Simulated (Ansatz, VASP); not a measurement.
# PtS2: VASP beside Ansatz, part 2 of 2

One calculation is typed for both programs; each brings its own data sets. How far apart do they land? The cell is taken from a series of runs on this material, whose earlier steps may have relaxed, scaled, displaced or heated it; both programs get it as it stands.

VASP 6.6.1 and Ansatz 0.2.0.

So far. Step 2 (VASP: single point, PBE, pair 1): The run ends at a pressure of -0.06 GPa, with forces up to 0.041 eV/Å.

## (6) VASP: single point, PBE, pair 2

Level of this step: PBE; plane waves and PAW (Pt, S) (VASP).

With cell and atoms fixed, the geometry can't cause a difference; cores, projectors, grids and the points listed under the comparison can.

Input file INCAR:

```
SYSTEM = PtS2
PREC = Accurate
ENCUT = 400
EDIFF = 1E-06
NELM = 120
ISMEAR = 1
SIGMA = 0.2
LREAL = .FALSE.
ALGO = Normal
GGA = PE
NBANDS = 42
LASPH = .TRUE.
LORBIT = 11
LWAVE = .FALSE.
LCHARG = .FALSE.
ISIF = 2
LDIPOL = .TRUE.
IDIPOL = 3
DIPOL = 0.5 0.5 0.333
LVHAR = .TRUE.
GGA_COMPAT = .FALSE.
NELMDL = -8
KPAR = 2
```

Input file POSCAR:

```
PtS2
1.0
    5.2300815679      3.0195890012      0.0000000000
   -0.0000000001      6.0391780022      0.0000000000
    0.0000000000      0.0000000000     30.0000000000
Pt S
3 6
Direct
    0.0066234377      0.3333331128      0.3333333333
    0.3333333937      0.6600433091      0.3333333333
    0.6600431686      0.0066233379      0.3333333333
    0.3333332747      0.0020782292      0.3795907372
    0.6645884626      0.3333333417      0.3795907372
    0.0020781873      0.6645884291      0.3795907371
    0.3333332747      0.0020782292      0.2870759295
    0.6645884626      0.3333333417      0.2870759295
    0.0020781873      0.6645884291      0.2870759296
```

Input file KPOINTS:

```
Automatic mesh
0
Gamma
9 9 1
0 0 0
```

PAW data sets: Pt and S (PBE family, release 64).

The run is started by

```bash
> mpirun -np 2 vasp_std
```

Numbers of over 12 decimals in the logs are rounded to 6 here.

Output:

```text
[... set-up lines as in an earlier step ...]
 entering main loop
       N       E                     dE             d eps       ncg     rms          rms(c)
DAV:   1     0.538171547405E+03    0.53817E+03   -0.18286E+04  1008   0.917E+02
DAV:   2     0.504351620916E+02   -0.48774E+03   -0.46562E+03  1592   0.196E+02
DAV:   3    -0.405806532933E+02   -0.91016E+02   -0.89352E+02  1232   0.946E+01
DAV:   4    -0.440673458076E+02   -0.34867E+01   -0.33703E+01  1372   0.212E+01
[...]
DAV:  19    -0.409953115633E+02   -0.18575E-05   -0.13072E-06   766   0.348E-03    0.304E-03
DAV:  20    -0.409953130483E+02   -0.14850E-05   -0.65702E-07   722   0.294E-03    0.401E-03
DAV:  21    -0.409953137195E+02   -0.67119E-06   -0.13038E-07   644   0.165E-03
   1 F= -.40995314E+02 E0= -.40998054E+02  d E =0.822059E-02
```

From OUTCAR (step 6):

```text
  Total       -0.3325499     -0.3325499     -0.2109188     -0.0000000      0.0000000      0.0000000
  in kB       -0.5622893     -0.5622893     -0.3566305     -0.0000000      0.0000000      0.0000000
  external PRESSURE =      -0.4937363 kB  Pullay stress =       0.0000000 kB

 POSITION                                       TOTAL-FORCE (eV/Angst)
 -----------------------------------------------------------------------------------
      0.03464      2.03306     10.00000         0.220299      0.127190     -0.000000
      1.74336      4.99265     10.00000         0.000000     -0.254380      0.000000
      3.45208      2.03306     10.00000        -0.220299      0.127190      0.000000
      1.74336      1.01908     11.38772        -0.000000      0.004174     -0.015862
      3.47585      4.01984     11.38772        -0.003615     -0.002087     -0.015862
      0.01087      4.01984     11.38772         0.003615     -0.002087     -0.015862
      1.74336      1.01908      8.61228        -0.000000      0.004174      0.015862
      3.47585      4.01984      8.61228        -0.003615     -0.002087      0.015862
      0.01087      4.01984      8.61228         0.003615     -0.002087      0.015862
 -----------------------------------------------------------------------------------
    total drift:                               -0.000055     -0.000536     -0.000478

  FREE ENERGIE OF THE ION-ELECTRON SYSTEM (eV)
  ---------------------------------------------------
  free  energy   TOTEN  =       -40.9953137195 eV

  energy  without entropy=      -41.0035343115  energy(sigma->0) =      -40.99805392

[... 2 parts as in an earlier step ...]

[... 1 further part left out ...]
[key lines of the parts left out:]
E-fermi :  -3.0723
```

The run ends at a pressure of -0.05 GPa, with forces up to 0.25 eV/Å.

## (7) Ansatz: single point, PBE, pair 2

The same cell, functional, mesh and smearing now go to Ansatz, which takes its cutoff from its data sets.

The cell is taken from a series of runs on this material, whose earlier steps may have relaxed, scaled, displaced or heated it; both programs get it as it stands.

Input file input.yaml:

```yaml
crystal:
  lattice:
    - [5.2300815679, 3.0195890012, 0.0]
    - [-1.0e-10, 6.0391780022, 0.0]
    - [0.0, 0.0, 30.0]
  atoms:
    - { symbol: Pt, position: [1.0066234377, 0.3333331128, 0.3333333333] }
    - { symbol: Pt, position: [0.3333333937, 0.6600433091, 0.3333333333] }
    - { symbol: Pt, position: [0.6600431686, 0.0066233379, 0.3333333333] }
    - { symbol: S, position: [0.3333332747, 1.0020782292, 0.3795907372] }
    - { symbol: S, position: [0.6645884626, 0.3333333417, 0.3795907372] }
    - { symbol: S, position: [0.0020781873, 0.6645884291, 0.3795907371] }
    - { symbol: S, position: [0.3333332747, 1.0020782292, 0.2870759295] }
    - { symbol: S, position: [0.6645884626, 0.3333333417, 0.2870759295] }
    - { symbol: S, position: [0.0020781873, 0.6645884291, 0.2870759296] }
  periodic: [true, true, false]
kpoints:
  mp_grid: { grid: [9, 9, 1] }
hamiltonian:
  xc: pbe
  pseudopotentials: { kind: paw, azcp: { folder: soft_1 } }
scf:
  occupations: { method: methfessel_paxton, width: 0.2 }
output:
  forces: true
  stress: true
  eigenvalues: true
```

The run is started by

```bash
> ansatz run input.yaml --threads 4 --pin off --max-ram 16384MiB --backend cpu --events-out ev --progress --plain --runs-dir out
```

Output:

```text
[...]
k-point 1: bands = [... 41 lower, -5.8645, -5.8482, -5.0391, -4.8665, -4.6622, -4.5892, -4.4953, -4.4460, ... 5 higher]
  k-point 2: bands = [... 41 lower, -6.0538, -5.9228, -5.3035, -5.0023, -4.8547, -4.7600, -4.6164, -4.3648, ... 5 higher]
  k-point 11: bands = [... 41 lower, -6.2586, -6.2278, -6.0201, -6.0201, -4.7790, -4.6399, -4.6399, -4.0834, ... 5 higher]
  ° read free of the cell's end (the report's vacuum.weakly_bound_levels)
[key lines of the parts left out:]
SCF converged after 9 iterations
Free energy (F): -42984.463097 eV
Fermi energy:    -5.204532 eV
P = ½ c Tr σ = 0.0201 N/m
```

## (8) Side by side

What differs besides the data sets and the points named for the pairs above, as far as they apply: the data sets hold 90 valence electrons in Ansatz (on its PAW soft_1 files) and 66 in VASP. Total energies have different zeros and are not compared.

Forces (eV/Å; atoms numbered as in POSCAR):

```csv
atom,"Ansatz x, y, z","VASP x, y, z"
Pt1,"0.215, 0.124, 0.000","0.220, 0.127, 0.000"
Pt2,"0.000, -0.249, 0.000","0.000, -0.254, 0.000"
Pt3,"-0.215, 0.124, 0.000","-0.220, 0.127, 0.000"
S4,"0.000, 0.000, 0.025","0.000, 0.004, -0.016"
S5,"0.000, 0.000, 0.025","-0.004, -0.002, -0.016"
S6,"0.000, 0.000, 0.025","0.004, -0.002, -0.016"
S7,"0.000, 0.000, -0.025","0.000, 0.004, 0.016"
S8,"0.000, 0.000, -0.025","-0.004, -0.002, 0.016"
S9,"0.000, 0.000, -0.025","0.004, -0.002, 0.016"
```

The forces differ by 19 meV/Å r.m.s., which is 22.6 % of the r.m.s. force of 0.085 eV/Å (both taken over all components). With vacuum in the cell, a pressure given here is an average over mostly empty space and none of the material.

## (9) VASP: single point, PBE, pair 3

A single point gives forces, pressure and levels at one fixed geometry, so differences don't come from the geometry; what else differs is listed under the comparison.

INCAR is that of step 6.

Input file POSCAR:

```
PtS2
1.0
    5.2300815679      3.0195890012      0.0000000000
   -0.0000000001      6.0391780022      0.0000000000
    0.0000000000      0.0000000000     30.0000000000
Pt S
3 6
Direct
    0.0132468754      0.3333328923      0.3333333333
    0.3333334540      0.6534199515      0.3333333333
    0.6534196706      0.0132466757      0.3333333333
    0.3333332160      0.0041564584      0.3795907372
    0.6625102585      0.3333333501      0.3795907372
    0.0041563747      0.6625101915      0.3795907370
    0.3333332160      0.0041564584      0.2870759294
    0.6625102585      0.3333333501      0.2870759294
    0.0041563747      0.6625101915      0.2870759297
```

KPOINTS is that of step 6.

The run is started by

```bash
> mpirun -np 2 vasp_std
```

Output:

```text
[... set-up lines as in an earlier step ...]
 entering main loop
       N       E                     dE             d eps       ncg     rms          rms(c)
DAV:   1     0.538719503292E+03    0.53872E+03   -0.18287E+04  1008   0.917E+02
DAV:   2     0.502511609899E+02   -0.48847E+03   -0.46668E+03  1592   0.196E+02
DAV:   3    -0.406994132606E+02   -0.90951E+02   -0.89399E+02  1232   0.946E+01
DAV:   4    -0.441367283992E+02   -0.34373E+01   -0.33157E+01  1368   0.212E+01
[...]
DAV:  19    -0.410214665188E+02   -0.30251E-05   -0.16473E-06   814   0.392E-03    0.338E-03
DAV:  20    -0.410214680368E+02   -0.15180E-05   -0.44212E-07   736   0.307E-03    0.260E-03
DAV:  21    -0.410214685010E+02   -0.46418E-06   -0.12482E-07   626   0.153E-03
   1 F= -.41021469E+02 E0= -.41024927E+02  d E =0.103753E-01
```

Parts of OUTCAR (step 9):

```text
  Total       -0.1264887     -0.1264887      0.4849089     -0.0000000      0.0000000      0.0000000
  in kB       -0.2138724     -0.2138724      0.8199043     -0.0000000      0.0000000      0.0000000
  external PRESSURE =       0.1307198 kB  Pullay stress =       0.0000000 kB

 POSITION                                       TOTAL-FORCE (eV/Angst)
 -----------------------------------------------------------------------------------
      0.06928      2.05306     10.00000         0.159560      0.092122      0.000000
      1.74336      4.95265     10.00000         0.000000     -0.184244      0.000000
      3.41744      2.05306     10.00000        -0.159560      0.092122     -0.000000
      1.74336      1.03163     11.38772         0.000000     -0.095528      0.067520
      3.46498      4.01357     11.38772         0.082730      0.047764      0.067520
      0.02174      4.01357     11.38772        -0.082730      0.047764      0.067520
      1.74336      1.03163      8.61228         0.000000     -0.095528     -0.067520
      3.46498      4.01357      8.61228         0.082730      0.047764     -0.067520
      0.02174      4.01357      8.61228        -0.082730      0.047764     -0.067520
 -----------------------------------------------------------------------------------
    total drift:                               -0.000102     -0.001087     -0.000936

  FREE ENERGIE OF THE ION-ELECTRON SYSTEM (eV)
  ---------------------------------------------------
  free  energy   TOTEN  =       -41.0214685010 eV

  energy  without entropy=      -41.0318437876  energy(sigma->0) =      -41.02492693

[... 2 parts as in an earlier step ...]

[... 1 further part left out ...]
[key lines of the parts left out:]
E-fermi :  -3.1207
```

The run ends at a pressure of 0.01 GPa, with forces up to 0.18 eV/Å.

## (10) Ansatz: single point, PBE, pair 3

The same cell, functional, mesh and smearing now go to Ansatz, which takes its cutoff from its data sets.

The cell is taken from a series of runs on this material, whose earlier steps may have relaxed, scaled, displaced or heated it; both programs get it as it stands.

input.yaml, the sections that differ from step 7:

```yaml
crystal:
  lattice:
    - [5.2300815679, 3.0195890012, 0.0]
    - [-1.0e-10, 6.0391780022, 0.0]
    - [0.0, 0.0, 30.0]
  atoms:
    - { symbol: Pt, position: [1.0132468754, 0.3333328923, 0.3333333333] }
    - { symbol: Pt, position: [0.333333454, 0.6534199515, 0.3333333333] }
    - { symbol: Pt, position: [0.6534196706, 0.0132466757, 0.3333333333] }
    - { symbol: S, position: [0.333333216, 1.0041564584, 0.3795907372] }
    - { symbol: S, position: [0.6625102585, 0.3333333501, 0.3795907372] }
    - { symbol: S, position: [0.0041563747, 0.6625101915, 0.379590737] }
    - { symbol: S, position: [0.333333216, 1.0041564584, 0.2870759294] }
    - { symbol: S, position: [0.6625102585, 0.3333333501, 0.2870759294] }
    - { symbol: S, position: [0.0041563747, 0.6625101915, 0.2870759297] }
  periodic: [true, true, false]
# kpoints, hamiltonian, scf, output: as in step 7
```

The run is started by

```bash
> ansatz run input.yaml --threads 4 --pin off --max-ram 16384MiB --backend cpu --events-out ev --progress --plain --runs-dir out
```

Output:

```text
[...]
Crystal: 9 atoms, lattice volume = 947.562 Å³
Basis set: ecut = 420 eV, 18503 PW (Γ), exchange–correlation on 90×90×432 points (8 copies of the dense FFT grid, shifted against one another)
Bands: 54, of which v1, the nominal top of the filled ones, is band 45 counted from 1 (44 counted from 0)
Symmetry: 12 space group operations
[...]
k-point 1: bands = [... 41 lower, -5.8919, -5.8761, -5.1219, -4.9580, -4.6765, -4.6030, -4.4875, -4.4209, ... 5 higher]
  k-point 2: bands = [... 41 lower, -6.0797, -5.9533, -5.3932, -5.0139, -4.8763, -4.8636, -4.5506, -4.2970, ... 5 higher]
  k-point 11: bands = [... 41 lower, -6.3501, -6.2644, -5.9401, -5.9401, -4.8883, -4.6594, -4.6594, -4.0778, ... 5 higher]
  ° read free of the cell's end (the report's vacuum.weakly_bound_levels)
[key lines of the parts left out:]
SCF converged after 10 iterations
Free energy (F): -42984.487821 eV
Fermi energy:    -5.254396 eV
P = ½ c Tr σ = 0.1252 N/m
```

## (11) Side by side

What differs besides the data sets and the points named for the pairs above, as far as they apply: the data sets hold 90 valence electrons in Ansatz (on its PAW soft_1 files) and 66 in VASP. Total energies have different zeros and are not compared.

Forces (eV/Å; atoms numbered as in POSCAR):

```csv
atom,"Ansatz x, y, z","VASP x, y, z"
Pt1,"0.150, 0.087, 0.000","0.160, 0.092, 0.000"
Pt2,"0.000, -0.174, 0.000","0.000, -0.184, 0.000"
Pt3,"-0.150, 0.087, 0.000","-0.160, 0.092, 0.000"
S4,"0.000, -0.103, 0.108","0.000, -0.096, 0.068"
S5,"0.089, 0.052, 0.108","0.083, 0.048, 0.068"
S6,"-0.089, 0.052, 0.108","-0.083, 0.048, 0.068"
S7,"0.000, -0.103, -0.108","0.000, -0.096, -0.068"
S8,"0.089, 0.052, -0.108","0.083, 0.048, -0.068"
S9,"-0.089, 0.052, -0.108","-0.083, 0.048, -0.068"
```

The forces differ by 20 meV/Å r.m.s., which is 24.0 % of the r.m.s. force of 0.083 eV/Å (both taken over all components). With vacuum in the cell, a pressure given here is an average over mostly empty space and none of the material.

## (12) Results

| Property | Result |
| --- | --- |
| r.m.s. force difference (single point, PBE, pair 1) | 19 meV/Å |
| r.m.s. force difference (single point, PBE, pair 2) | 19 meV/Å |
| r.m.s. force difference (single point, PBE, pair 3) | 20 meV/Å |

What this shows: The r.m.s. force difference is 20 meV/Å (single point, PBE, pair 3), beyond the 12 meV/Å picked in this series as the mark of a large difference. The data sets hold unlike numbers of valence electrons (90 in Ansatz and 66 in VASP), so part of the differences comes from the potentials. Single point, PBE, pair 1, VASP with the data sets Pt_sv_GW and S and a cutoff of 430 eV: r.m.s. force difference goes from 19 to 7.8 meV/Å. What causes the difference of the single point, PBE, pair 2 pair stays open here. What causes the difference of the single point, PBE, pair 3 pair stays open here. 3 further runs of this series are not shown here. Such differences can come from data sets, numerical settings and the points named under the comparisons, not from the functional's error against experiment.

[Lines on the potential files, build, host, timing and source positions are cut from VASP's logs without a mark.]

[Logs are printed without paths, hosts, clocks, repeated set-up lines and the standing remarks that a program may print on its own settings, such as how far it seeks lower states.]

[Hosts, paths, dates, database ids (printed as entryN), source tags and the programs' standing remarks are cut or masked in the printed files.]
